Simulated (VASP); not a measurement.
```yaml
crystal:
  lattice:
    - [4.33666, 0.00000, 0.00000]
    - [0.00000, 4.33666, 0.00000]
    - [0.00000, 0.00000, 4.33666]
  atoms:
    - { symbol: Co, position: [0.85410, 0.64590, 0.35410] }
    - { symbol: Co, position: [0.64590, 0.35410, 0.85410] }
    - { symbol: Co, position: [0.35410, 0.85410, 0.64590] }
    - { symbol: Co, position: [0.14590, 0.14590, 0.14590] }
    - { symbol: Si, position: [0.15654, 0.34346, 0.65654] }
    - { symbol: Si, position: [0.34346, 0.65654, 0.15654] }
    - { symbol: Si, position: [0.65654, 0.15654, 0.34346] }
    - { symbol: Si, position: [0.84346, 0.84346, 0.84346] }
```

The numbers are results of PBE GGA, VASP's PBE PAW potentials (set 64) (plane waves; VASP), not measurements. Run with 300 eV cut-off, 10×10×10 Γ-centred mesh shifted by (0.5, 0.5, 0.5), Fermi-Dirac smearing of 0.10 eV, potentials Co Si.

At this cut-off the stress carries a Pulay error, which pulls relaxed volumes low.

Question: What does the run give for the energy per atom (σ→0), pressure, largest force, band gap (on the k-mesh) with the smallest direct gap where there is one?

Answer: 
```
Quantity                                                    Result
------------------------  ----------------------------------------
band gap (on the k-mesh)  none (metal, semimetal or under 0.01 eV)
energy per atom (σ→0)                               -6808 meV/atom
pressure                                                 16.31 GPa
largest force                                           0.078 eV/Å
```

The structure comes from a computed database's CoSi entry; how it stands against other phases isn't given here. The cell was not relaxed at this level. The run is not spin-polarised, so no magnetic state was tried.
